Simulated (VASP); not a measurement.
# SiNi3 with LDA: from relaxation to properties, part 2 of 2

Wanted: the relaxed cell of SiNi3 and its properties. The start is a computed cell from the Materials Project.

VASP 6.6.1, plane waves and PAW; the level of theory is named at each step.

Still holding for the runs below: This run allows spin, but its moments start at zero, where symmetry between the spins tends to hold them, which is where the search above led.

So far. Step 11 (Bands along the symmetry lines (LDA)): Of the bands kept, 3 cross the Fermi level on this path.

### Step 12. Density of states (LDA)

A density of states needs more k-points than a total energy, and tetrahedra (ISMEAR = -5) or a smearing that fits the mesh; LORBIT projects the states on the PAW spheres. The mesh is finer than in the run before.

INCAR reads:

```
SYSTEM = SiNi3
PREC = Accurate
ENCUT = 400
EDIFF = 1E-06
NELM = 100
ISMEAR = -5
SIGMA = 0.2
LREAL = .FALSE.
ALGO = Normal
GGA = CA
NBANDS = 33
ISPIN = 2
MAGMOM = -0 0 0 0
LASPH = .TRUE.
LMAXMIX = 4
LORBIT = 11
LWAVE = .FALSE.
LCHARG = .FALSE.
KPAR = 8
NEDOS = 2001
```

POSCAR reads:

```
SiNi3
1.0
    3.4268087615      0.0000000000      0.0000000000
    0.0000000000      3.4268087615      0.0000000000
    0.0000000000      0.0000000000      3.4268087615
Si Ni
1 3
Direct
    0.0000000000      0.0000000000      0.0000000000
    0.0000000000      0.5000000000      0.5000000000
    0.5000000000      0.5000000000      0.0000000000
    0.5000000000      0.0000000000      0.5000000000
```

KPOINTS reads:

```
Automatic mesh
0
Gamma
12 12 12
0 0 0
```

PAW data sets: Si and Ni (LDA family, release 64).

Command:

```
mpirun -np 8 vasp_std
```

Run time: 22 s. Hardware: 8 MPI ranks of AMD EPYC 7R43, shared host; peak memory 1.6 GiB.

With tetrahedra the forces and stress of a metal are not exact derivatives of the energy.

Numbers from this step:

```
irreducible k-points                                 : 84
pressure                                             : 0.009956 GPa
DOS at the Fermi level, one point of the energy grid : 2.337 states/eV/cell
```

The density of states has structure finer than the step of the table below, so its rows give means over 0.5 eV, whole bins alone (the curve runs from -12.0 to 7.92 eV). Peaks (eV: height): total -4.23: 8.78, -2.51: 11.1, -1.37: 16.1, -1.21: 13.2; Ni d -3.25: 5.91, -2.51: 9.78, -1.37: 15.0, -1.21: 12.2; Ni p -4.23: 0.724, -3.82: 0.743, -2.43: 0.523, -0.64: 0.470; Si p -5.37: 0.212, -4.23: 0.861, 0.83: 0.252; Ni s -6.18: 0.395, -5.29: 0.356, -3.82: 0.465, 6.04: 0.270.

States under -12.0 eV and over 7.9 eV are left out; both spin channels agree and are summed. Table of density of states by energy, zero at the Fermi level; means over each step; values in states/eV/cell:

```csv
energy (eV),total,Ni d,Ni p,Si p,Ni s,Si s
-11.5,0.290,0.00524,0.0149,0.00253,0.101,0.0738
-11.0,0.400,0.00955,0.0314,0.00468,0.122,0.105
-10.5,0.562,0.0182,0.0603,0.00696,0.140,0.157
-10.0,0.763,0.0357,0.100,0.00885,0.147,0.228
-9.5,0.722,0.0562,0.103,0.00859,0.0992,0.228
-9.0,0.730,0.102,0.101,0.00602,0.0518,0.249
-8.5,0.344,0.0901,0.0292,9.9e-4,0.00664,0.122
-8.0,0.0818,0.00720,0.00643,0.00942,0.0346,9.2e-4
-7.5,0.375,0.0402,0.0360,0.0430,0.143,0.00653
-7.0,0.658,0.0938,0.0743,0.0762,0.215,0.0148
-6.5,1.25,0.253,0.149,0.145,0.335,0.0333
-6.0,1.48,0.413,0.169,0.166,0.321,0.0398
-5.5,1.87,0.717,0.194,0.192,0.302,0.0356
-5.0,1.54,0.782,0.127,0.132,0.168,0.0199
-4.5,2.83,1.70,0.231,0.234,0.149,0.00652
-4.0,6.05,4.14,0.525,0.322,0.209,0.00154
-3.5,5.02,4.16,0.221,0.0701,0.115,0.00138
-3.0,5.09,4.33,0.274,0.0387,0.0712,0.00161
-2.5,7.78,6.76,0.406,0.0804,0.0448,0.00320
-2.0,3.77,3.23,0.199,0.0601,0.0319,0.00669
-1.5,10.1,9.37,0.200,0.0303,0.0714,0.00343
-1.0,9.07,8.17,0.326,0.0397,0.0987,0.0362
-0.5,5.26,4.64,0.262,0.0286,0.0532,0.0535
0.0,2.10,2.02,0.0277,0.0143,0.00206,2.7e-4
0.5,1.36,1.02,0.112,0.0866,0.0222,0.00300
1.0,2.40,1.63,0.235,0.188,0.0727,0.0172
1.5,1.37,0.765,0.194,0.142,0.0467,0.0179
2.0,1.12,0.554,0.173,0.128,0.0382,0.0381
2.5,1.00,0.453,0.150,0.123,0.0376,0.0567
3.0,0.905,0.380,0.124,0.117,0.0460,0.0661
3.5,0.784,0.302,0.107,0.108,0.0515,0.0579
4.0,0.811,0.284,0.132,0.119,0.0540,0.0442
4.5,0.839,0.305,0.116,0.0767,0.138,0.0233
5.0,0.986,0.334,0.160,0.0545,0.195,0.0172
5.5,1.05,0.305,0.223,0.0414,0.181,0.0278
6.0,1.50,0.384,0.306,0.0443,0.240,0.110
6.5,1.83,0.427,0.385,0.0536,0.238,0.140
7.0,1.60,0.400,0.317,0.0789,0.191,0.0755
7.5,1.48,0.358,0.308,0.120,0.149,0.0506
```

The finer mesh and the other smearing move the Fermi level by -0.00 eV from the 8×8×8 run, a small shift, which tests the Fermi level alone. Of the states within 0.3 eV of the Fermi level, the largest shares in the PAW spheres are Ni d 96 %. The rest lies in smaller channels or between the spheres.

### Step 13. Volume scan with LDA, volume scale 0.94

An equation of state needs energies on both sides of the minimum, all on one mesh and cutoff.

INCAR: that of step 12 with these lines changed.

```diff
@@ -5,3 +5,3 @@
 NELM = 100
-ISMEAR = -5
+ISMEAR = 1
 SIGMA = 0.2
@@ -10,3 +10,3 @@
 GGA = CA
-NBANDS = 33
+NBANDS = 25
 ISPIN = 2
@@ -19,2 +19,2 @@
 KPAR = 8
-NEDOS = 2001
+ISIF = 2
```

POSCAR reads:

```
SiNi3
1.0
    3.3568542600      0.0000000000      0.0000000000
    0.0000000000      3.3568542600      0.0000000000
    0.0000000000      0.0000000000      3.3568542600
Si Ni
1 3
Direct
    0.0000000000      0.0000000000      0.0000000000
    0.0000000000      0.5000000000      0.5000000000
    0.5000000000      0.5000000000      0.0000000000
    0.5000000000      0.0000000000      0.5000000000
```

KPOINTS reads:

```
Automatic mesh
0
Gamma
8 8 8
0 0 0
```

Command:

```
mpirun -np 8 vasp_std
```

It took 8.8 s on 8 MPI ranks; peak memory 1 GiB; 65 s of CPU time.

The scan keeps the cell's shape and the fractional positions fixed.

This step gave:

```
bands                   : 25
irreducible k-points    : 35
free energy (TOTEN)     : -27.78 eV
energy at zero smearing : -27.78 eV
Fermi energy            : 12.51 eV
pressure                : 18.49 GPa
```

The pressure here is 18.49 GPa.

### Step 14. Volume scan with LDA, volume scale 0.96

INCAR is that of step 13.

POSCAR reads:

```
SiNi3
1.0
    3.3804948576      0.0000000000      0.0000000000
    0.0000000000      3.3804948576      0.0000000000
    0.0000000000      0.0000000000      3.3804948576
Si Ni
1 3
Direct
    0.0000000000      0.0000000000      0.0000000000
    0.0000000000      0.5000000000      0.5000000000
    0.5000000000      0.5000000000      0.0000000000
    0.5000000000      0.0000000000      0.5000000000
```

KPOINTS is that of step 13.

Command:

```
mpirun -np 8 vasp_std
```

Run time: 8.6 s. Hardware: 8 MPI ranks; peak memory 1 GiB.

Numbers from this step:

```
free energy (TOTEN)     : -27.86 eV
energy at zero smearing : -27.86 eV
Fermi energy            : 12.15 eV
pressure                : 11.57 GPa
```

The pressure falls from 18.49 to 11.57 GPa.

The run ends at a pressure of 11.57 GPa.

### Step 15. Volume scan with LDA, volume scale 0.98

INCAR is that of step 14.

POSCAR reads:

```
SiNi3
1.0
    3.4038093520      0.0000000000      0.0000000000
    0.0000000000      3.4038093520      0.0000000000
    0.0000000000      0.0000000000      3.4038093520
Si Ni
1 3
Direct
    0.0000000000      0.0000000000      0.0000000000
    0.0000000000      0.5000000000      0.5000000000
    0.5000000000      0.5000000000      0.0000000000
    0.5000000000      0.0000000000      0.5000000000
```

KPOINTS is that of step 14.

Command:

```
mpirun -np 8 vasp_std
```

Run time: 8.4 s. Hardware: 8 MPI ranks; peak memory 1.1 GiB.

The pressure falls from 11.57 to 5.40 GPa.

The run ends at a pressure of 5.40 GPa.

### Step 16. Volume scan with LDA, volume scale 1

INCAR is that of step 15.

POSCAR reads:

```
SiNi3
1.0
    3.4268087615      0.0000000000      0.0000000000
    0.0000000000      3.4268087615      0.0000000000
    0.0000000000      0.0000000000      3.4268087615
Si Ni
1 3
Direct
    0.0000000000      0.0000000000      0.0000000000
    0.0000000000      0.5000000000      0.5000000000
    0.5000000000      0.5000000000      0.0000000000
    0.5000000000      0.0000000000      0.5000000000
```

KPOINTS is that of step 15.

Command:

```
mpirun -np 8 vasp_std
```

Wall time 10 s (8 MPI ranks); peak memory 1 GiB.

The pressure falls from 5.40 to -0.08 GPa, so it vanishes between these two volumes.

### Step 17. Volume scan with LDA, volume scale 1.02

INCAR is that of step 16.

POSCAR reads:

```
SiNi3
1.0
    3.4495035206      0.0000000000      0.0000000000
    0.0000000000      3.4495035206      0.0000000000
    0.0000000000      0.0000000000      3.4495035206
Si Ni
1 3
Direct
    0.0000000000      0.0000000000      0.0000000000
    0.0000000000      0.5000000000      0.5000000000
    0.5000000000      0.5000000000      0.0000000000
    0.5000000000      0.0000000000      0.5000000000
```

KPOINTS is that of step 16.

Command:

```
mpirun -np 8 vasp_std
```

It took 11 s on 8 MPI ranks; peak memory 1 GiB.

The pressure falls from -0.08 to -4.95 GPa.

The run ends at a pressure of -4.95 GPa.

### Step 18. Volume scan with LDA, volume scale 1.04

INCAR is that of step 17.

POSCAR reads:

```
SiNi3
1.0
    3.4719035218      0.0000000000      0.0000000000
    0.0000000000      3.4719035218      0.0000000000
    0.0000000000      0.0000000000      3.4719035218
Si Ni
1 3
Direct
    0.0000000000      0.0000000000      0.0000000000
    0.0000000000      0.5000000000      0.5000000000
    0.5000000000      0.5000000000      0.0000000000
    0.5000000000      0.0000000000      0.5000000000
```

KPOINTS is that of step 17.

Command:

```
mpirun -np 8 vasp_std
```

Wall time 9.8 s (8 MPI ranks); peak memory 1 GiB; 71 s of CPU time.

The pressure falls from -4.95 to -9.32 GPa.

The run ends at a pressure of -9.32 GPa.

### Step 19. Volume scan with LDA, volume scale 1.06

A prediction first. A least-squares parabola for the 6 pressures of evenly scaled cells so far, P = -0.10 -260.0 t +647 t² GPa with t = ln(V/V₁) and V₁ the volume at scale 1, gives -13.05 GPa at t = +0.0583.

INCAR is that of step 18.

POSCAR reads:

```
SiNi3
1.0
    3.4940181532      0.0000000000      0.0000000000
    0.0000000000      3.4940181532      0.0000000000
    0.0000000000      0.0000000000      3.4940181532
Si Ni
1 3
Direct
    0.0000000000      0.0000000000      0.0000000000
    0.0000000000      0.5000000000      0.5000000000
    0.5000000000      0.5000000000      0.0000000000
    0.5000000000      0.0000000000      0.5000000000
```

KPOINTS is that of step 18.

Command:

```
mpirun -np 8 vasp_std
```

Wall time 11 s (8 MPI ranks); peak memory 1.1 GiB.

The pressure falls from -9.32 to -13.19 GPa. The parabola predicted -13.05 GPa, +0.14 GPa off.

### Step 20. Side by side

Times are for 8 MPI ranks of AMD EPYC 7R43, shared host. Results by setting:

```csv
no.,volume scale,energy above the lowest point (meV/atom),pressure (GPa),time,memory (GiB)
1,0.94,35.22,18.49,8.8 s,1.0
2,0.96,15.6,11.57,8.6 s,1.0
3,0.98,4.14,5.398,8.4 s,1.1
4,1,0,-0.07893,10 s,1.0
5,1.02,2.45,-4.953,11 s,1
6,1.04,10.76,-9.323,9.8 s,1.0
7,1.06,24.25,-13.19,11 s,1.1
```

### Step 21. Fit for LDA

This step: Birch-Murnaghan fit, LDA; plane waves and PAW (VASP 6.6.1).

This step runs nothing: it gathers the runs above.

Numbers from this step:

* pressure derivative of the bulk modulus: 4.618
* r.m.s. error of the fit: 1.46e-5 eV/atom
* minimum inside the sampled range: yes
* bulk modulus: 257.8 GPa
* equilibrium volume of the fit: 10.08 Å³/atom

Table of energy above the fitted minimum by volume:

```csv
volume (Å³/atom),energy above the fitted minimum (eV/atom)
9.457,0.0352
9.658,0.0156
9.859,0.00415
10.060,1.8e-5
10.261,0.00247
10.463,0.0108
10.664,0.0243
```

The fit over cells of fixed shape and fractional positions puts the volume +0.22 % from the relaxed one. At a finite cutoff and mesh the minimum of the energy and the zero of the stress don't quite coincide, and the relaxation stops at a threshold.

### Step 22. Independent-particle dielectric function (LDA)

This step: LDA, zero-moment start; plane waves and PAW (Si, Ni) (VASP 6.6.1).

LOPTICS sums transitions from filled to empty bands. The mesh is finer than in the run before. NBANDS is raised for it.

INCAR: that of step 19 with these lines changed.

```diff
@@ -10,3 +10,3 @@
 GGA = CA
-NBANDS = 25
+NBANDS = 49
 ISPIN = 2
@@ -19,2 +19,4 @@
 KPAR = 8
-ISIF = 2
+LOPTICS = .TRUE.
+NEDOS = 1500
+CSHIFT = 0.1
```

POSCAR reads:

```
SiNi3
1.0
    3.4268087615      0.0000000000      0.0000000000
    0.0000000000      3.4268087615      0.0000000000
    0.0000000000      0.0000000000      3.4268087615
Si Ni
1 3
Direct
    0.0000000000      0.0000000000      0.0000000000
    0.0000000000      0.5000000000      0.5000000000
    0.5000000000      0.5000000000      0.0000000000
    0.5000000000      0.0000000000      0.5000000000
```

KPOINTS reads:

```
Automatic mesh
0
Gamma
12 12 12
0 0 0
```

Command:

```
mpirun -np 8 vasp_std
```

Wall time 43 s (8 MPI ranks); peak memory 3.1 GiB.

These are independent-particle spectra without excitons or local fields. Fine structure and low peaks depend on the mesh and on CSHIFT. The intraband (Drude) part is not in this spectrum.

Numbers from this step:

| Property | Result |
| --- | --- |
| bands | 49 |
| irreducible k-points | 84 |
| free energy (TOTEN) | -27.93 eV |
| energy at zero smearing | -27.93 eV |
| Fermi energy | 11.49 eV |
| pressure | 0.07659 GPa |

The imaginary dielectric function, xx has structure finer than the step of the table below, so its rows give means over 1 eV, whole bins alone (the curve runs from 0 to 25.0 eV). Peaks (eV: height): 1.2: 67.0.

Table of imaginary dielectric function, xx by photon energy; means over each step:

```csv
photon energy (eV),"imaginary dielectric function, xx"
1,49.9
2,32.0
3,10.5
4,7.48
5,8.64
6,7.94
7,6.67
8,5.58
9,4.38
10,4.38
11,3.69
12,2.53
13,2.15
14,1.93
15,1.73
16,1.59
17,1.20
18,0.984
19,0.820
20,0.710
21,0.632
22,0.688
23,0.667
24,0.735
```

Real dielectric function, xx against photon energy:

```csv
photon energy (eV),"real dielectric function, xx"
0,69.1
1,51.7
2,-8.73
3,-4.35
4,0.312
5,1.11
6,1.02
7,-1.26
8,-0.776
9,-1.02
10,-0.471
11,-1.40
12,-1.76
13,-0.743
14,-1.05
15,-0.573
16,-0.705
17,-0.652
18,-0.466
19,-0.305
20,-0.154
21,0.124
22,0.219
23,0.251
24,0.288
```

### Step 23. Bands along the symmetry lines (LDA) with a changed input

Levels along the symmetry lines show where the bands peak and cross; KPOINTS_OPT computes them in the converged potential. Some settings are moved from the usual, to see what they do.

INCAR reads:

```
SYSTEM = SiNi3
PREC = Medium
ENCUT = 400
EDIFF = 1E-06
NELM = 100
ISMEAR = 1
SIGMA = 0.2
LREAL = .FALSE.
ALGO = Normal
GGA = CA
NBANDS = 33
ISPIN = 2
MAGMOM = -0 0 0 0
LASPH = .TRUE.
LMAXMIX = 4
LORBIT = 11
LWAVE = .FALSE.
LCHARG = .FALSE.
KPAR = 8
```

POSCAR is that of step 22.

KPOINTS reads:

```
Automatic mesh
0
Gamma
8 8 8
0 0 0
```

KPOINTS_OPT reads:

```
Line mode
16
Line-mode
Reciprocal
  0.00000000   0.00000000   0.00000000 GAMMA
  0.00000000   0.50000000   0.00000000 X

  0.00000000   0.50000000   0.00000000 X
  0.50000000   0.50000000   0.00000000 M

  0.50000000   0.50000000   0.00000000 M
  0.00000000   0.00000000   0.00000000 GAMMA

  0.00000000   0.00000000   0.00000000 GAMMA
  0.50000000   0.50000000   0.50000000 R

  0.50000000   0.50000000   0.50000000 R
  0.00000000   0.50000000   0.00000000 X

  0.50000000   0.50000000   0.00000000 M
  0.50000000   0.50000000   0.50000000 R
```

Command:

```
mpirun -np 8 vasp_std
```

It took 16 s on 8 MPI ranks; peak memory 1.3 GiB.

The run converged, and its energy and pressure stay near those of the sound run.

Against the sound run on this cell (bands along the symmetry lines (LDA)) the energy at zero smearing moves by +0.1 meV an atom and the pressure by -0.06 GPa.

Settings moved from the usual: PREC = Medium.

PREC = Medium changes the FFT grids.

### Step 24. Results

```
relaxed volume                            : 10.06 Å³/atom
relaxed conventional cell a, b, c         : 3.427, 3.427, 3.427 Å
space group after relaxing, within 0.02 Å : Pm-3m (No. 221)
moment of the cell                        : 0 μB
band gap                                  : none, a metal
DOS at the Fermi level                    : 2.34 states/eV/cell
bulk modulus from the fit                 : 258 GPa
volume from the fit                       : 10.1 Å³/atom
```

What this shows: With LDA, SiNi3 relaxes to 10.06 Å³/atom in space group Pm-3m (held by the symmetry of the run), comes out as a metal and has a bulk modulus of 258 GPa. Bands along the symmetry lines (LDA): Of the bands kept, 3 cross the Fermi level on this path. No search among competing phases was made, and a listed structure need not be the one stable at ambient conditions. All values are for a static lattice at zero temperature.

[Lines on the potential files, build, host, timing and source positions are cut from VASP's logs without a mark.]

[Logs are printed without paths, hosts, clocks, repeated set-up lines and the standing remarks that a program may print on its own settings, such as how far it seeks lower states.]

[Hosts, paths, dates, database ids (printed as entryN), source tags and the programs' standing remarks are cut or masked in the printed files.]

[A measured line is paired with the nearest computed mode of its activity, which favours agreement.]

[In band tables of VASP the shares of atoms and orbitals are scaled to a sum of 1 inside the atoms' spheres.]
